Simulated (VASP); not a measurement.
OSZICAR of a VASP run on MgI₂ (1T layered):

**OSZICAR**
```
...
DAV:   2    -0.818675794798E+02   -0.25523E-02   -0.12442E-02   440   0.974E-01    0.751E-02
DAV:   3    -0.818682620531E+02   -0.68257E-03   -0.38776E-04   464   0.267E-01    0.547E-02
DAV:   4    -0.818683905928E+02   -0.12854E-03   -0.16308E-04   408   0.152E-01    0.252E-02
DAV:   5    -0.818684164883E+02   -0.25896E-04   -0.10211E-04   408   0.161E-01    0.430E-03
DAV:   6    -0.818684352372E+02   -0.18749E-04   -0.42406E-05   408   0.104E-01    0.641E-03
DAV:   7    -0.818684369460E+02   -0.17089E-05   -0.57153E-06   416   0.399E-02    0.708E-03
DAV:   8    -0.818684394570E+02   -0.25110E-05   -0.44536E-06   420   0.316E-02    0.194E-03
DAV:   9    -0.818684421529E+02   -0.26959E-05   -0.66412E-06   408   0.404E-02    0.525E-04
DAV:  10    -0.818684417999E+02    0.35297E-06   -0.37998E-07   452   0.752E-03    0.120E-03
DAV:  11    -0.818684416376E+02    0.16232E-06   -0.52523E-09   236   0.889E-04    0.784E-04
DAV:  12    -0.818684410796E+02    0.55806E-06   -0.48417E-08   276   0.348E-03    0.164E-04
DAV:  13    -0.818684409960E+02    0.83514E-07   -0.26359E-08   272   0.225E-03
   2 F= -.81868441E+02 E0= -.81868441E+02  d E =-.722089E-02
       N       E                     dE             d eps       ncg     rms          rms(c)
DAV:   1    -0.818566020457E+02    0.11839E-01   -0.21001E+00   408   0.893E+00    0.500E-01
DAV:   2    -0.818748123625E+02   -0.18210E-01   -0.79186E-02   460   0.237E+00    0.190E-01
DAV:   3    -0.818788036356E+02   -0.39913E-02   -0.24106E-03   456   0.664E-01    0.135E-01
DAV:   4    -0.818794200627E+02   -0.61643E-03   -0.11528E-03   420   0.412E-01    0.625E-02
DAV:   5    -0.818796127568E+02   -0.19269E-03   -0.96935E-04   408   0.507E-01    0.104E-02
DAV:   6    -0.818797398348E+02   -0.12708E-03   -0.36564E-04   408   0.307E-01    0.140E-02
DAV:   7    -0.818797621456E+02   -0.22311E-04   -0.51808E-05   432   0.116E-01    0.170E-02
DAV:   8    -0.818797513218E+02    0.10824E-04   -0.33081E-05   420   0.821E-02    0.409E-03
DAV:   9    -0.818797736082E+02   -0.22286E-04   -0.41906E-05   408   0.954E-02    0.203E-03
DAV:  10    -0.818797740534E+02   -0.44518E-06   -0.24274E-06   440   0.195E-02    0.199E-03
DAV:  11    -0.818797736670E+02    0.38632E-06   -0.64214E-08   344   0.355E-03    0.858E-04
DAV:  12    -0.818797728856E+02    0.78148E-06   -0.30765E-07   416   0.852E-03    0.236E-04
DAV:  13    -0.818797729726E+02   -0.87045E-07   -0.24579E-07   392   0.810E-03
   3 F= -.81879773E+02 E0= -.81879773E+02  d E =-.185529E-01
       N       E                     dE             d eps       ncg     rms          rms(c)
DAV:   1    -0.817823307613E+02    0.97442E-01   -0.84426E+00   408   0.179E+01    0.105E+00
DAV:   2    -0.818537173170E+02   -0.71387E-01   -0.30857E-01   480   0.442E+00    0.365E-01
DAV:   3    -0.818673176135E+02   -0.13600E-01   -0.90568E-03   440   0.124E+00    0.253E-01
DAV:   4    -0.818697468997E+02   -0.24293E-02   -0.40473E-03   424   0.720E-01    0.108E-01
DAV:   5    -0.818702938700E+02   -0.54697E-03   -0.33301E-03   416   0.936E-01    0.207E-02
DAV:   6    -0.818705344607E+02   -0.24059E-03   -0.14783E-03   416   0.606E-01    0.404E-02
DAV:   7    -0.818706057570E+02   -0.71296E-04   -0.10807E-04   440   0.169E-01    0.369E-02
DAV:   8    -0.818705696219E+02    0.36135E-04   -0.15979E-04   416   0.194E-01    0.554E-03
DAV:   9    -0.818706360456E+02   -0.66424E-04   -0.17671E-04   408   0.203E-01    0.188E-03
DAV:  10    -0.818706380416E+02   -0.19960E-05   -0.39878E-06   464   0.219E-02    0.540E-03
DAV:  11    -0.818706382105E+02   -0.16889E-06   -0.41604E-08   316   0.253E-03    0.518E-03
DAV:  12    -0.818706357731E+02    0.24374E-05   -0.24212E-07   336   0.636E-03    0.103E-03
DAV:  13    -0.818706351417E+02    0.63140E-06   -0.16487E-06   412   0.181E-02    0.451E-03
DAV:  14    -0.818706353329E+02   -0.19125E-06   -0.91009E-08   300   0.326E-03    0.442E-03
DAV:  15    -0.818706346941E+02    0.63882E-06   -0.12365E-08   224   0.150E-03    0.560E-03
DAV:  16    -0.818706368042E+02   -0.21101E-05   -0.73087E-08   280   0.323E-03    0.171E-03
DAV:  17    -0.818706375365E+02   -0.73228E-06   -0.26581E-08   216   0.157E-03    0.107E-04
DAV:  18    -0.818706375431E+02   -0.66495E-08   -0.22773E-09   216   0.514E-04
   4 F= -.81870638E+02 E0= -.81870638E+02  d E =-.941743E-02
       N       E                     dE             d eps       ncg     rms          rms(c)
DAV:   1    -0.818585603340E+02    0.12077E-01   -0.42797E+00   408   0.126E+01    0.738E-01
DAV:   2    -0.818366700354E+02    0.21890E-01   -0.16840E-01   492   0.361E+00    0.315E-01
DAV:   3    -0.818780657928E+02   -0.41396E-01   -0.15307E-02   408   0.160E+00    0.231E-01
DAV:   4    -0.818814223038E+02   -0.33565E-02   -0.34522E-03   484   0.726E-01    0.104E-01
DAV:   5    -0.818816819151E+02   -0.25961E-03   -0.15058E-03   412   0.586E-01    0.225E-02
DAV:   6    -0.818817266264E+02   -0.44711E-04   -0.59362E-04   416   0.389E-01    0.398E-02
DAV:   7    -0.818817682665E+02   -0.41640E-04   -0.88283E-05   424   0.155E-01    0.281E-02
DAV:   8    -0.818817463387E+02    0.21928E-04   -0.42522E-05   416   0.104E-01    0.657E-03
DAV:   9    -0.818817638578E+02   -0.17519E-04   -0.37410E-05   416   0.102E-01    0.192E-03
DAV:  10    -0.818817577507E+02    0.61072E-05   -0.43578E-06   432   0.352E-02    0.159E-03
DAV:  11    -0.818817587547E+02   -0.10041E-05   -0.85519E-07   412   0.146E-02    0.120E-03
DAV:  12    -0.818817576305E+02    0.11242E-05   -0.21298E-06   416   0.239E-02    0.868E-04
DAV:  13    -0.818817579415E+02   -0.31099E-06   -0.26727E-07   400   0.862E-03    0.558E-04
DAV:  14    -0.818817578195E+02    0.12197E-06   -0.32131E-08   276   0.281E-03    0.394E-04
DAV:  15    -0.818817577790E+02    0.40471E-07   -0.12864E-08   252   0.154E-03
   5 F= -.81881758E+02 E0= -.81881758E+02  d E =-.205377E-01
       N       E                     dE             d eps       ncg     rms          rms(c)
DAV:   1    -0.818924691000E+02   -0.10711E-01   -0.70925E-01   412   0.475E+00    0.524E-01
DAV:   2    -0.818893629264E+02    0.31062E-02   -0.18737E-02   440   0.129E+00    0.228E-01
DAV:   3    -0.818867389765E+02    0.26239E-02   -0.46361E-03   440   0.781E-01    0.140E-01
DAV:   4    -0.818866070727E+02    0.13190E-03   -0.30449E-03   420   0.567E-01    0.379E-02
DAV:   5    -0.818865613577E+02    0.45715E-04   -0.22497E-03   412   0.724E-01    0.293E-02
DAV:   6    -0.818863651016E+02    0.19626E-03   -0.94703E-04   424   0.395E-01    0.278E-02
DAV:   7    -0.818863732127E+02   -0.81112E-05   -0.18028E-04   412   0.176E-01    0.349E-03
DAV:   8    -0.818864031490E+02   -0.29936E-04   -0.30432E-05   432   0.880E-02    0.303E-03
DAV:   9    -0.818863991389E+02    0.40101E-05   -0.38564E-06   436   0.283E-02    0.115E-03
DAV:  10    -0.818864006443E+02   -0.15054E-05   -0.13962E-06   432   0.189E-02    0.878E-04
DAV:  11    -0.818863998310E+02    0.81332E-06   -0.91566E-07   416   0.150E-02    0.580E-04
DAV:  12    -0.818864002559E+02   -0.42493E-06   -0.36608E-07   416   0.974E-03    0.150E-04
DAV:  13    -0.818864001647E+02    0.91176E-07   -0.23116E-08   328   0.246E-03
   6 F= -.81886400E+02 E0= -.81886400E+02  d E =-.464239E-02
       N       E                     dE             d eps       ncg     rms          rms(c)
DAV:   1    -0.818931910101E+02   -0.67908E-02   -0.57930E-01   412   0.430E+00    0.472E-01
DAV:   2    -0.818906347385E+02    0.25563E-02   -0.15315E-02   428   0.118E+00    0.206E-01
DAV:   3    -0.818884673064E+02    0.21674E-02   -0.38695E-03   452   0.713E-01    0.126E-01
DAV:   4    -0.818883465138E+02    0.12079E-03   -0.25371E-03   412   0.516E-01    0.353E-02
DAV:   5    -0.818883119721E+02    0.34542E-04   -0.18677E-03   408   0.649E-01    0.276E-02
DAV:   6    -0.818881307445E+02    0.18123E-03   -0.78154E-04   416   0.346E-01    0.254E-02
DAV:   7    -0.818881552237E+02   -0.24479E-04   -0.17186E-04   416   0.170E-01    0.285E-03
DAV:   8    -0.818881815088E+02   -0.26285E-04   -0.25675E-05   428   0.799E-02    0.284E-03
DAV:   9    -0.818881784964E+02    0.30123E-05   -0.30091E-06   452   0.249E-02    0.113E-03
DAV:  10    -0.818881797893E+02   -0.12929E-05   -0.14282E-06   420   0.190E-02    0.799E-04
DAV:  11    -0.818881790335E+02    0.75582E-06   -0.98936E-07   416   0.156E-02    0.572E-04
DAV:  12    -0.818881794511E+02   -0.41761E-06   -0.32925E-07   416   0.904E-03    0.157E-04
DAV:  13    -0.818881793921E+02    0.59043E-07   -0.24119E-08   316   0.247E-03
   7 F= -.81888179E+02 E0= -.81888179E+02  d E =-.642161E-02
       N       E                     dE             d eps       ncg     rms          rms(c)
DAV:   1    -0.818886477420E+02   -0.46829E-03   -0.43235E-02   412   0.117E+00    0.127E-01
DAV:   2    -0.818884588327E+02    0.18891E-03   -0.11813E-03   412   0.341E-01    0.560E-02
DAV:   3    -0.818883120791E+02    0.14675E-03   -0.31693E-04   456   0.208E-01    0.346E-02
DAV:   4    -0.818883010133E+02    0.11066E-04   -0.19006E-04   420   0.145E-01    0.108E-02
DAV:   5    -0.818882931960E+02    0.78172E-05   -0.14909E-04   408   0.181E-01    0.815E-03
DAV:   6    -0.818882799436E+02    0.13252E-04   -0.60461E-05   412   0.918E-02    0.708E-03
DAV:   7    -0.818882809166E+02   -0.97304E-06   -0.13915E-05   408   0.488E-02    0.809E-04
DAV:   8    -0.818882837070E+02   -0.27904E-05   -0.14992E-06   448   0.188E-02    0.765E-04
DAV:   9    -0.818882829130E+02    0.79402E-06   -0.18492E-07   352   0.609E-03    0.327E-04
DAV:  10    -0.818882833600E+02   -0.44695E-06   -0.14395E-07   292   0.568E-03    0.200E-04
DAV:  11    -0.818882829939E+02    0.36602E-06   -0.73785E-08   280   0.382E-03    0.209E-04
DAV:  12    -0.818882831264E+02   -0.13251E-06   -0.90639E-09   220   0.112E-03    0.708E-05
DAV:  13    -0.818882831336E+02   -0.71909E-08   -0.18280E-09   216   0.606E-04
   8 F= -.81888283E+02 E0= -.81888283E+02  d E =-.652535E-02
```

Q: Which electronic solver shows in the log?

A: It is blocked Davidson (ALGO = Normal, or the opening steps of other solvers). The INCAR had ALGO = Normal.

Q: Can the final energy be trusted as converged?

A: The run converged. It stopped with EDIFF = 1E-7, NELM = 100, NSW = 30 and EDIFFG = -0.01 after 8 ionic steps (SCAN meta-GGA, plane waves, VASP's PBE PAW potentials (set 64)).

The compound is MgI2 in the 1T layered structure. This cell is one point of a volume scan, at 1.06 of the reference volume. Symmetry was kept, so distortions that lower it aren't found.
